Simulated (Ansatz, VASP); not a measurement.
**ReS2: VASP beside Ansatz**

Aim: how closely do two programs agree when they are given the same cell, functional and k mesh? The structure shown is the end of the Ansatz relaxation below.

Program: Ansatz 0.2.0. Level of theory: plane waves, with VASP 6.6.1 beside it; single point at LDA. Results are calculated unless marked as measured.

## (1) Starting point

The cell holds 24 atoms: 8 Re and 16 S. Cell: a = 6.184 Å, b = 6.280 Å, c = 11.483 Å, α = 74.8°, β = 89.8°, γ = 61.3°.

## (2) Ansatz: relaxation, LDA

Ansatz runs on its default PAW (the set named soft_2) files.

This run makes the geometry at which the two programs are then compared.

Contents of input.yaml:

```yaml
crystal:
  lattice:
    - [6.2989537799, -0.00646894, -0.0061714448]
    - [3.087508251, 5.6095758075, 0.0084334608]
    - [0.112720449, 3.3474939886, 12.0062539056]
  atoms:
    - { symbol: Re, position: [0.1875100997, 0.0651749851, 0.2459762644] }
    - { symbol: Re, position: [0.3124637612, 0.434739391, 0.2540115758] }
    - { symbol: Re, position: [0.761731171, 0.0364124181, 0.2487564653] }
    - { symbol: Re, position: [0.6875362388, 0.565260609, 0.7459884242] }
    - { symbol: Re, position: [0.8124899003, 0.9348250149, 0.7540237356] }
    - { symbol: Re, position: [0.2617566349, 0.5364951982, 0.7487693656] }
    - { symbol: Re, position: [0.7382433651, 0.4635048018, 0.2512306344] }
    - { symbol: Re, position: [0.238268829, 0.9635875819, 0.7512435347] }
    - { symbol: S, position: [0.9062849715, 0.7128833878, 0.1521538372] }
    - { symbol: S, position: [0.6014588571, 0.7791565756, 0.8796751717] }
    - { symbol: S, position: [0.3640402707, 0.7527491867, 0.1385837188] }
    - { symbol: S, position: [0.1446811686, 0.7217048739, 0.8943923913] }
    - { symbol: S, position: [0.3553470861, 0.7783724024, 0.6056207948] }
    - { symbol: S, position: [0.135933882, 0.7471647778, 0.3614074152] }
    - { symbol: S, position: [0.6359597293, 0.2472508133, 0.8614162812] }
    - { symbol: S, position: [0.864066118, 0.2528352222, 0.6385925848] }
    - { symbol: S, position: [0.101423838, 0.2790806017, 0.3796591661] }
    - { symbol: S, position: [0.5936918728, 0.787028944, 0.3478334048] }
    - { symbol: S, position: [0.0937150285, 0.2871166122, 0.8478461628] }
    - { symbol: S, position: [0.4063081272, 0.212971056, 0.6521665952] }
    - { symbol: S, position: [0.8553188314, 0.2782951261, 0.1056076087] }
    - { symbol: S, position: [0.6446529139, 0.2216275976, 0.3943792052] }
    - { symbol: S, position: [0.3985411429, 0.2208434244, 0.1203248283] }
    - { symbol: S, position: [0.898576162, 0.7209193983, 0.6203408339] }
kpoints:
  mp_grid: { grid: [6, 6, 2] }
hamiltonian:
  xc: lda
scf:
  occupations: { method: fermi_dirac, width: 0.02 }
relax:
  f_tol: 0.003
  max_steps: 90
  cell: { p_target: 9.98, stress_tol: 0.01 }
basis:
  ecutwfc: 550.0
```

Run with:

```sh
$ ansatz run input.yaml --threads 3 --pin off --max-ram 92160MiB --backend cuda --events-out ev --progress --plain --runs-dir out --devices 1 --max-vram 13GiB
```

Numbers of over 12 decimals in the logs are rounded to 6 here.

The program printed:

```text
GPUs: using 1 of 1 available (devices: 1).
Engine: ansatz 0.2.0, x86_64-unknown-linux-gnu
Pseudopotentials: kind: paw
Pseudopotential: Re, paw, valence charge 15, recommended cutoff 420 eV (normal), Re.paw.azcp
Pseudopotential: S, paw, valence charge 6, recommended cutoff 420 eV (normal), S.paw.azcp
Functional definition: SPW92
  exchange = slater_x
  correlation = pw_c
device memory: the entry about to start is reckoned to put 7.6 GiB on a device that reports 28.9 GiB free (of which the cap on the GPU budget leaves the run 13.0 GiB)
GPU FFT provider: cuFFT
GPU libraries: cuBLAS 13.8.2, cuFFT 12.4.0, cuSOLVER 12.3.4
Crystal: 24 atoms, lattice volume = 424.237 Å³
Basis set: ecut = 550 eV, 12393 PW (Γ)
Bands: 132, of which v1, the nominal top of the filled ones, is band 108 counted from 1 (107 counted from 0)
Symmetry: 2 space group operations
Space group: P-1 (ITA 2), of the structure as read, at distance tolerance 7.5e-5 Å
k-points: 40 of 72
Non-local potential: Re, projectors of the file, l = 0: 3, l = 1: 2, l = 2: 2, l = 3: 1
Non-local potential: S, projectors of the file, l = 0: 2, l = 1: 2, l = 2: 2
PAW form: soft (Blöchl's): semilocal exchange-correlation on the pseudo side does not see the compensation charge
PAW frozen core: Re, regenerated for the run's functional, and the local potential with it (the file was generated under x = pbe(κ = 0.804, μ = 0.219515), c = pbe(β = 0.066725))
PAW frozen core: S, regenerated for the run's functional, and the local potential with it (the file was generated under x = pbe(κ = 0.804, μ = 0.219515), c = pbe(β = 0.066725))
PAW one-centre angular grid: Re, 590 points (default); XC on 64 Gauss nodes
PAW one-centre angular grid: S, 110 points (default); XC on 64 Gauss nodes
Initial density: superposition of atomic densities (neutral atoms: chi_scale 0, normalization atom), corrected by the library's trained network
Initial wavefunctions: pseudopotential atomic-orbital guess
GPU buffer pool allocated for 240000 grid points (all kernels)
GPU transforms: local potential and band sums: pruned to the plane-wave sphere, on 50×50×96
Functional: x = slater, c = lda
SCF iter   1: F=—  HF=-98789.471203 eV  |F-HF|=—  |Δ(HF+E_count)|=         —  Δρ=9.47e-3  dr2=3.68e-1  ethr=1.77e-3  ⟨swp⟩=6.2  Hψ=20595  notcnv=0  defer=9
preconditioner: auto → Resta (q_TF=auto, 2.438 Å⁻¹)  ε∞=8.4  [insulator: Δε(μ)=1.162 eV  Ē_g=8.192 eV  σ=0.020 eV  W_gap=1.00  n_scr=108 (ndim 8)  ℏωp=22.2 eV  f_vac=0.026  D(μ)=0.00/eV (n_scr^D=0)  ε∞_Penn≈8.4]
SCF iter   2: F=—  HF=-98789.428851 eV  |F-HF|=—  |Δ(HF+E_count)|=   4.24e-2  Δρ=4.60e-3  dr2=3.78e-2  ethr=1.71e-4  ⟨swp⟩=2.6  Hψ=7593  notcnv=0  defer=707
SCF iter   3: F=—  HF=-98789.425938 eV  |F-HF|=—  |Δ(HF+E_count)|=   2.91e-3  Δρ=2.42e-3  dr2=1.08e-2  ethr=1.75e-5  ⟨swp⟩=2.0  Hψ=6597  notcnv=0  defer=707
SCF iter   4: F=—  HF=-98789.426383 eV  |F-HF|=—  |Δ(HF+E_count)|=   4.45e-4  Δρ=8.24e-4  dr2=6.81e-3  ethr=5.02e-6  ⟨swp⟩=2.0  Hψ=6962  notcnv=0  defer=707
SCF iter   5: F=—  HF=-98789.425974 eV  |F-HF|=—  |Δ(HF+E_count)|=   4.09e-4  Δρ=1.91e-4  dr2=3.40e-4  ethr=3.15e-6  ⟨swp⟩=2.0  Hψ=6723  notcnv=0  defer=707
SCF iter   6: F=—  HF=-98789.424833 eV  |F-HF|=—  |Δ(HF+E_count)|=   1.14e-3  Δρ=5.08e-5  dr2=1.88e-5  ethr=1.57e-7  ⟨swp⟩=2.0  Hψ=7240  notcnv=0  defer=707
SCF iter   7: F=—  HF=-98789.425060 eV  |F-HF|=—  |Δ(HF+E_count)|=   2.27e-4  Δρ=1.93e-5  dr2=2.42e-6  ethr=8.71e-9  ⟨swp⟩=2.5  Hψ=7977  notcnv=0  defer=707
SCF iter   8: F=—  HF=-98789.425060 eV  |F-HF|=—  |Δ(HF+E_count)|=   2.46e-7  Δρ=5.57e-6  dr2=1.99e-7  ethr=1.12e-9  ⟨swp⟩=2.0  Hψ=7550  notcnv=0  defer=707
SCF iter   9: F=-98789.425060 eV  HF=-98789.425060 eV  |F-HF|=1.55e-8  |Δ(HF+E_count)|=   1.80e-8  Δρ=2.29e-6  dr2=3.66e-8  ethr=4.63e-11  ⟨swp⟩=4.0  Hψ=17048  notcnv=0
SCF 1 converged in 9 iterations: F = -98789.425060 eV  dr2 = 3.66e-8
  greatest PAW one-centre occupation: 0.999 electrons in one spin orbital (limit 2), on the Re atom at site 6 (counted from 0), in its partial waves of l = 0
relax step   1: F+E_penalty+E_count = -98789.42506014 eV  Δ(F+E_penalty+E_count) = +0.000e0 eV  max|allowed force component| = 4.395e-3 eV/Å  Δτ_max = 0.0000 Å  P = -0.017 GPa  Ω = 424.237 Å³  (9 SCF iters, dr2 threshold 1.00e-7 eV, accepted)
device memory: the entry about to start is reckoned to put 6.6 GiB (of the 7.6 GiB reckoned in all, the device holds 1.0 GiB already) on a device that reports 23.9 GiB free (of which the cap on the GPU budget leaves the run 12.0 GiB)
GPU FFT provider: cuFFT
GPU libraries: cuBLAS 13.8.2, cuFFT 12.4.0, cuSOLVER 12.3.4
Crystal: 24 atoms, lattice volume = 378.036 Å³
Basis set: ecut = 550 eV, 11051 PW (Γ)
Initial density: handed on by an earlier stage of this run
Initial wavefunctions: those handed on with the density
GPU buffer pool allocated for 240000 grid points (all kernels)
GPU transforms: local potential and band sums: pruned to the plane-wave sphere, on 50×50×96
[...]
atom   7  Re     0.00007820     0.00000736    -0.00165104
  atom   8  Re     0.00002118    -0.00001483    -0.00166118
  atom   9  S     -0.00015566     0.00019400     0.00013092
  atom  10  S      0.00064658     0.00061793     0.00050723
  atom  11  S      0.00137083     0.00011886    -0.00029104
  atom  12  S     -0.00014503    -0.00097818     0.00143883
  atom  13  S      0.00015369     0.00097401    -0.00143821
  atom  14  S     -0.00138797    -0.00013393     0.00030235
  atom  15  S     -0.00137083    -0.00011886     0.00029104
  atom  16  S      0.00138797     0.00013393    -0.00030235
  atom  17  S      0.00062129     0.00060837     0.00049242
  atom  18  S      0.00015003    -0.00020981    -0.00013145
  atom  19  S      0.00015566    -0.00019400    -0.00013092
  atom  20  S     -0.00015003     0.00020981     0.00013145
  atom  21  S      0.00014503     0.00097818    -0.00143883
  atom  22  S     -0.00015369    -0.00097401     0.00143821
  atom  23  S     -0.00064658    -0.00061793    -0.00050723
  atom  24  S     -0.00062129    -0.00060837    -0.00049242
  max |Σ_I F_I| component: 6.51e-19 eV/Å
--- Stress (GPa, compression-positive) ---
        9.982427       0.000151      -0.000613
        0.000151       9.977831      -0.004205
       -0.000613      -0.004205       9.981644
  P = ⅓ Tr σ = 9.9806 GPa (99.806 kbar)
--- Band table (eV; the first three rows and the last of 40) ---
  k-point 0: bands = [... 104 lower, 12.9284, 13.0584, 13.3196, 13.5031, 14.5372, 14.8936, 15.2009, 15.2235, ... 20 higher]
  k-point 1: bands = [... 104 lower, 12.8927, 12.8927, 13.5047, 13.5047, 14.7108, 14.7109, 15.2626, 15.2626, ... 20 higher]
  k-point 2: bands = [... 104 lower, 13.0074, 13.0437, 13.2020, 13.4159, 14.7828, 14.8022, 15.0806, 15.3102, ... 20 higher]
  k-point 39: bands = [... 104 lower, 12.7232, 12.7232, 12.8622, 12.8622, 14.6431, 14.6431, 14.8841, 14.8841, ... 20 higher]
--- Relaxed structure (8 steps of the walk, 7 accepted, 1 SCFs on fresh bases) ---
  F+E_penalty+E_count = -98788.18587554 eV   max|allowed force component| = 1.661e-3 eV/Å   (the final SCF, on the basis selected at the relaxed cell)
  cell:  # Å, volume = 373.2847 Å³
    - [6.184156, -0.00986751, -0.021903]
    - [3.028101, 5.502100, 0.028710]
    - [0.077873, 3.346278, 10.984683]
  atoms:
    - { symbol: Re, position: [0.189420, 0.063996, 0.247109] }
    - { symbol: Re, position: [0.310580, 0.436004, 0.252891] }
    - { symbol: Re, position: [0.762026, 0.035003, 0.248783] }
    - { symbol: Re, position: [0.689420, 0.563996, 0.747109] }
    - { symbol: Re, position: [0.810580, 0.936004, 0.752891] }
    - { symbol: Re, position: [0.262026, 0.535003, 0.748783] }
    - { symbol: Re, position: [0.737974, 0.464997, 0.251217] }
    - { symbol: Re, position: [0.237974, 0.964997, 0.751217] }
    - { symbol: S, position: [0.899706, 0.723522, 0.140510] }
    - { symbol: S, position: [0.605057, 0.775398, 0.892002] }
    - { symbol: S, position: [0.357519, 0.765261, 0.127446] }
    - { symbol: S, position: [0.148933, 0.711481, 0.907230] }
    - { symbol: S, position: [0.351067, 0.788519, 0.592770] }
    - { symbol: S, position: [0.142480, 0.734739, 0.372554] }
    - { symbol: S, position: [0.642481, 0.234739, 0.872554] }
    - { symbol: S, position: [0.857520, 0.265261, 0.627446] }
    - { symbol: S, position: [0.105056, 0.275398, 0.392002] }
    - { symbol: S, position: [0.600293, 0.776478, 0.359490] }
    - { symbol: S, position: [0.100294, 0.276478, 0.859490] }
    - { symbol: S, position: [0.399707, 0.223522, 0.640510] }
    - { symbol: S, position: [0.851067, 0.288519, 0.092770] }
    - { symbol: S, position: [0.648933, 0.211481, 0.407230] }
    - { symbol: S, position: [0.394943, 0.224602, 0.107998] }
    - { symbol: S, position: [0.894944, 0.724602, 0.607998] }
```

Reading the cycles: dr2 is the Hartree energy of the density residual (eV), the measure of convergence; HF is the Harris–Foulkes estimate of the energy, which meets the free energy F at convergence.

(Continued in part 2 of 2.)

[Lines on the potential files, build, host, timing and source positions are cut from VASP's logs without a mark.]

[Logs are printed without paths, hosts, clocks, repeated set-up lines and the standing remarks that a program may print on its own settings, such as how far it seeks lower states.]

[Hosts, paths, dates, database ids (printed as entryN), source tags and the programs' standing remarks are cut or masked in the printed files.]
